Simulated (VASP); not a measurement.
These are PBE GGA with D3 dispersion (Becke-Johnson damping), VASP's PBE PAW potentials (set 64) (plane waves; VASP) values and carry that method's errors.

Input for VASP

**INCAR**
```
SYSTEM = SnO
PREC = Accurate
ENCUT = 580
EDIFF = 1E-6
NELM = 100
ALGO = Normal
LREAL = .FALSE.
LASPH = .TRUE.
ISMEAR = 1
SIGMA = 0.1
GGA = PE
IVDW = 12
LMAXMIX = 4
LWAVE = .FALSE.
LCHARG = .FALSE.
IBRION = 2
ISIF = 3
NSW = 60
EDIFFG = -0.02
```

File KPOINTS:
```
Automatic mesh
0
Gamma
7 7 6
0 0 0
```

File POSCAR:
```
SnO
1
    3.8302642858     0.0000000000     0.0000000000
    0.0000000000     3.8302642858     0.0000000000
    0.0000000000     0.0000000000     4.6624124815
Sn O
2 2
Direct
  0.5000000000   0.0000000000   0.7497847368
  0.0000000000   0.5000000000   0.2502152632
  0.5000000000   0.5000000000   0.0000000000
  0.0000000000   1.0000000000   0.0000000000
```

POTCAR, in this order: Sn_d O (PBE.64 set). Program: vasp_std.

The resulting files:

**OUTCAR**
```
 ion  position               nearest neighbor table
   1  0.500  0.000  0.750-   3 2.24   4 2.24   3 2.24   4 2.24   2 3.57   2 3.57   2 3.57   2 3.57
                             2 3.57   2 3.57   2 3.57   2 3.57
   2  0.000  0.500  0.250-   3 2.24   4 2.24   4 2.24   3 2.24   1 3.57   1 3.57   1 3.57   1 3.57
                             1 3.57   1 3.57   1 3.57   1 3.57
   3  0.500  0.500  0.000-   1 2.24   2 2.24   1 2.24   2 2.24
   4  0.000  0.000  0.000-   1 2.24   2 2.24   2 2.24   1 2.24
  LATTYP: Found a simple tetragonal cell.
 ALAT       =     3.8302642858
 C/A-ratio  =     1.2172560778
 Subroutine PRICEL returns:
 Original cell was already a primitive cell.
 Subroutine GETGRP returns: Found 16 space group operations
The static configuration has the point symmetry D_2d.
 The point group associated with its full space group is D_4h.
The dynamic configuration has the point symmetry D_2d.
 Subroutine INISYM returns: Found 16 space group operations
 Subroutine IBZKPT returns following result:
 Found     40 irreducible k-points:

 Following reciprocal coordinates:
            Coordinates               Weight
  0.000000  0.000000  0.000000      1.000000
  0.142857  0.000000  0.000000      4.000000
  0.285714  0.000000  0.000000      4.000000
  0.428571  0.000000  0.000000      4.000000
  0.142857  0.142857  0.000000      4.000000
  0.285714  0.142857  0.000000      8.000000
  0.428571  0.142857  0.000000      8.000000
  0.285714  0.285714  0.000000      4.000000
  0.428571  0.285714  0.000000      8.000000
  0.428571  0.428571  0.000000      4.000000
  0.000000  0.000000  0.166667      2.000000
  0.142857  0.000000  0.166667      8.000000
  0.285714  0.000000  0.166667      8.000000
  0.428571  0.000000  0.166667      8.000000
  0.142857  0.142857  0.166667      8.000000
  0.285714  0.142857  0.166667     16.000000
  0.428571  0.142857  0.166667     16.000000
  0.285714  0.285714  0.166667      8.000000
...
```

**OSZICAR**
```
...
DAV:   4    -0.262783126176E+02   -0.21730E+01   -0.21714E+01  2112   0.432E+01
DAV:   5    -0.263410131546E+02   -0.62701E-01   -0.62693E-01  2624   0.748E+00    0.116E+01
DAV:   6    -0.226966961032E+02    0.36443E+01   -0.24836E+01  3232   0.529E+01    0.483E+00
DAV:   7    -0.226792233228E+02    0.17473E-01   -0.23244E+00  2184   0.100E+01    0.253E+00
DAV:   8    -0.226808590361E+02   -0.16357E-02   -0.54769E-01  2768   0.532E+00    0.101E+00
DAV:   9    -0.226606543256E+02    0.20205E-01   -0.16094E-01  2992   0.381E+00    0.262E-01
DAV:  10    -0.226628851643E+02   -0.22308E-02   -0.22336E-02  2792   0.132E+00    0.234E-01
DAV:  11    -0.226616420677E+02    0.12431E-02   -0.80029E-03  3016   0.822E-01    0.256E-02
DAV:  12    -0.226617321062E+02   -0.90038E-04   -0.81972E-04  2000   0.179E-01    0.474E-02
DAV:  13    -0.226617176547E+02    0.14451E-04   -0.57811E-05  2992   0.864E-02    0.181E-02
DAV:  14    -0.226617129857E+02    0.46690E-05   -0.29851E-05  2816   0.411E-02    0.565E-03
DAV:  15    -0.226617130830E+02   -0.97252E-07   -0.13435E-06  1504   0.916E-03
   1 F= -.23624796E+02 E0= -.23624761E+02  d E =-.236248E+02
       N       E                     dE             d eps       ncg     rms          rms(c)
DAV:   1    -0.226772314695E+02   -0.15518E-01   -0.61807E-01  3048   0.801E+00    0.605E-01
DAV:   2    -0.226698480476E+02    0.73834E-02   -0.34348E-02  2576   0.191E+00    0.193E-01
DAV:   3    -0.226686400423E+02    0.12080E-02   -0.29923E-03  2552   0.109E+00    0.839E-02
DAV:   4    -0.226683934784E+02    0.24656E-03   -0.94234E-04  2752   0.533E-01    0.214E-02
DAV:   5    -0.226683766744E+02    0.16804E-04   -0.21108E-04  2696   0.150E-01    0.111E-02
DAV:   6    -0.226683708187E+02    0.58557E-05   -0.13860E-05  3000   0.392E-02    0.589E-03
DAV:   7    -0.226683697046E+02    0.11142E-05   -0.11996E-06  1192   0.141E-02    0.239E-03
DAV:   8    -0.226683701972E+02   -0.49266E-06   -0.12163E-06  1064   0.898E-03
   2 F= -.23626733E+02 E0= -.23626807E+02  d E =-.193711E-02
       N       E                     dE             d eps       ncg     rms          rms(c)
DAV:   1    -0.227194176241E+02   -0.51048E-01   -0.28624E+00  3056   0.175E+01    0.128E+00
DAV:   2    -0.226863509051E+02    0.33067E-01   -0.15274E-01  2576   0.409E+00    0.411E-01
DAV:   3    -0.226808486961E+02    0.55022E-02   -0.13396E-02  2528   0.231E+00    0.175E-01
DAV:   4    -0.226797822321E+02    0.10665E-02   -0.42213E-03  2760   0.112E+00    0.443E-02
DAV:   5    -0.226797272786E+02    0.54953E-04   -0.92285E-04  2664   0.316E-01    0.227E-02
DAV:   6    -0.226797058673E+02    0.21411E-04   -0.60723E-05  3104   0.821E-02    0.120E-02
DAV:   7    -0.226797036498E+02    0.22175E-05   -0.81278E-06  2784   0.298E-02    0.446E-03
DAV:   8    -0.226797043706E+02   -0.72077E-06   -0.21232E-06  1336   0.183E-02
   3 F= -.23628074E+02 E0= -.23628188E+02  d E =-.327799E-02
       N       E                     dE             d eps       ncg     rms          rms(c)
DAV:   1    -0.226792218845E+02    0.48177E-03   -0.89380E-02  3048   0.298E+00    0.230E-01
DAV:   2    -0.226781552222E+02    0.10667E-02   -0.48742E-03  2576   0.721E-01    0.743E-02
DAV:   3    -0.226779768661E+02    0.17836E-03   -0.43102E-04  2528   0.425E-01    0.315E-02
DAV:   4    -0.226779470629E+02    0.29803E-04   -0.13408E-04  2832   0.198E-01    0.818E-03
DAV:   5    -0.226779495417E+02   -0.24788E-05   -0.30644E-05  2680   0.578E-02    0.455E-03
DAV:   6    -0.226779496857E+02   -0.14398E-06   -0.16107E-06  1176   0.159E-02
   4 F= -.23628108E+02 E0= -.23628243E+02  d E =-.331117E-02
       N       E                     dE             d eps       ncg     rms          rms(c)
DAV:   1    -0.226996665762E+02   -0.21717E-01   -0.49075E-01  2304   0.888E+00    0.788E-01
DAV:   2    -0.226870144499E+02    0.12652E-01   -0.55070E-02  2424   0.239E+00    0.312E-01
DAV:   3    -0.226847272098E+02    0.22872E-02   -0.48661E-03  2336   0.133E+00    0.143E-01
DAV:   4    -0.226841824351E+02    0.54477E-03   -0.14619E-03  2736   0.645E-01    0.394E-02
DAV:   5    -0.226841631036E+02    0.19332E-04   -0.50968E-04  2672   0.264E-01    0.232E-02
DAV:   6    -0.226841516039E+02    0.11500E-04   -0.82948E-05  2960   0.812E-02    0.683E-03
DAV:   7    -0.226841521104E+02   -0.50650E-06   -0.70661E-06  2104   0.218E-02
   5 F= -.23629041E+02 E0= -.23629167E+02  d E =-.933071E-03
       N       E                     dE             d eps       ncg     rms          rms(c)
DAV:   1    -0.226862002246E+02   -0.20486E-02   -0.24905E-02  2320   0.198E+00    0.178E-01
DAV:   2    -0.226855595497E+02    0.64067E-03   -0.28075E-03  2432   0.540E-01    0.704E-02
DAV:   3    -0.226854449529E+02    0.11460E-03   -0.25247E-04  2336   0.302E-01    0.323E-02
DAV:   4    -0.226854153615E+02    0.29591E-04   -0.74397E-05  2776   0.145E-01    0.907E-03
DAV:   5    -0.226854126420E+02    0.27195E-05   -0.26347E-05  2672   0.591E-02    0.529E-03
DAV:   6    -0.226854117400E+02    0.90204E-06   -0.38898E-06  1648   0.182E-02
   6 F= -.23629120E+02 E0= -.23629243E+02  d E =-.101218E-02
       N       E                     dE             d eps       ncg     rms          rms(c)
DAV:   1    -0.226909287321E+02   -0.55161E-02   -0.98785E-02  2304   0.395E+00    0.354E-01
DAV:   2    -0.226883773894E+02    0.25513E-02   -0.11158E-02  2440   0.108E+00    0.140E-01
DAV:   3    -0.226879185016E+02    0.45889E-03   -0.99508E-04  2336   0.600E-01    0.645E-02
DAV:   4    -0.226878057303E+02    0.11277E-03   -0.29791E-04  2760   0.289E-01    0.180E-02
DAV:   5    -0.226877993134E+02    0.64169E-05   -0.10381E-04  2680   0.118E-01    0.105E-02
DAV:   6    -0.226877965925E+02    0.27209E-05   -0.16492E-05  2696   0.362E-02    0.308E-03
DAV:   7    -0.226877966608E+02   -0.68263E-07   -0.13583E-06  1120   0.104E-02
   7 F= -.23629151E+02 E0= -.23629271E+02  d E =-.104383E-02
       N       E                     dE             d eps       ncg     rms          rms(c)
DAV:   1    -0.226898411591E+02   -0.20446E-02   -0.10260E-01  2512   0.249E+00    0.224E-01
DAV:   2    -0.226891158102E+02    0.72535E-03   -0.34054E-03  2768   0.694E-01    0.127E-01
DAV:   3    -0.226887712937E+02    0.34452E-03   -0.37402E-04  2728   0.320E-01    0.441E-02
DAV:   4    -0.226887350990E+02    0.36195E-04   -0.12639E-04  2872   0.122E-01    0.928E-03
DAV:   5    -0.226887342110E+02    0.88799E-06   -0.20915E-05  2384   0.620E-02    0.334E-03
DAV:   6    -0.226887342372E+02   -0.26232E-07   -0.12983E-06  1128   0.157E-02
   8 F= -.23629565E+02 E0= -.23629685E+02  d E =-.413570E-03
       N       E                     dE             d eps       ncg     rms          rms(c)
DAV:   1    -0.226914841854E+02   -0.27500E-02   -0.16736E-01  2528   0.318E+00    0.285E-01
DAV:   2    -0.226902873224E+02    0.11969E-02   -0.53624E-03  2720   0.868E-01    0.162E-01
DAV:   3    -0.226897258472E+02    0.56148E-03   -0.62385E-04  2736   0.408E-01    0.555E-02
DAV:   4    -0.226896689997E+02    0.56848E-04   -0.19865E-04  2904   0.153E-01    0.119E-02
DAV:   5    -0.226896680727E+02    0.92695E-06   -0.32195E-05  2360   0.761E-02    0.432E-03
DAV:   6    -0.226896680610E+02    0.11687E-07   -0.23734E-06  1448   0.193E-02
   9 F= -.23629839E+02 E0= -.23629960E+02  d E =-.687644E-03
       N       E                     dE             d eps       ncg     rms          rms(c)
DAV:   1    -0.226903812708E+02   -0.71320E-03   -0.35386E-02  2520   0.146E+00    0.131E-01
DAV:   2    -0.226901298755E+02    0.25140E-03   -0.11282E-03  2752   0.403E-01    0.745E-02
DAV:   3    -0.226900113578E+02    0.11852E-03   -0.13158E-04  2712   0.191E-01    0.254E-02
DAV:   4    -0.226899992472E+02    0.12111E-04   -0.43607E-05  2880   0.704E-02    0.544E-03
DAV:   5    -0.226899985326E+02    0.71459E-06   -0.71003E-06  2208   0.365E-02
  10 F= -.23629868E+02 E0= -.23629990E+02  d E =-.716839E-03
```

OUTCAR:
```
------------------------ aborting loop because EDIFF is reached ----------------------------------------
 Edisp (eV)   -0.93987
  FORCE on cell =-STRESS in cart. coord.  units (eV):
  Direction    XX          YY          ZZ          XY          YZ          ZX
  --------------------------------------------------------------------------------------
  Total      -0.01909    -0.01909    -0.04197     0.00000     0.00000     0.00000
  in kB      -0.43663    -0.43663    -0.96014     0.00000     0.00000     0.00000
  external pressure =       -0.61 kB  Pullay stress =        0.00 kB
  volume of cell :       70.04
      direct lattice vectors                 reciprocal lattice vectors
     3.838816011  0.000000000  0.000000000     0.260496986  0.000000000  0.000000000
     0.000000000  3.838816011 -0.000000000     0.000000000  0.260496986  0.000000000
     0.000000000 -0.000000000  4.752878326     0.000000000  0.000000000  0.210398822
 POSITION                                       TOTAL-FORCE (eV/Angst)
 -----------------------------------------------------------------------------------
      1.91941     -0.00000      3.59086        -0.000000     -0.000000      0.015007
      0.00000      1.91941      1.16201         0.000000      0.000000     -0.015007
      1.91941      1.91941     -0.00000         0.000000     -0.000000      0.000000
      0.00000      0.00000      0.00000         0.000000      0.000000      0.000000
 -----------------------------------------------------------------------------------
    total drift:                                0.000000      0.000000      0.000000
  FREE ENERGIE OF THE ION-ELECTRON SYSTEM (eV)
  ---------------------------------------------------
  free  energy   TOTEN  =       -23.6298682221 eV

  energy  without entropy=      -23.6302334815  energy(sigma->0) =      -23.62998998

 reached required accuracy - stopping structural energy minimisation
```
(Selected blocks of OUTCAR.)

File CONTCAR:
```
SnO
   1.00000000000000
     3.8388160113248033    0.0000000000000000    0.0000000000000000
     0.0000000000000000    3.8388160113248033   -0.0000000000000000
     0.0000000000000000   -0.0000000000000000    4.7528783260299727
  Sn              O
     2     2
Direct
     0.5000000000000000    0.0000000000000000    0.7555134327586793
     0.0000000000000000    0.5000000000000000    0.2444865672413207
     0.5000000000000000    0.5000000000000000    0.0000000000000000
     0.0000000000000000    0.0000000000000000    0.0000000000000000
```

Energy and stress use the plane-wave basis of the starting cell.

The compound is SnO in the litharge structure. This run relaxes it. Symmetry was kept, so distortions that lower it aren't found. The start is the result of an earlier pass.
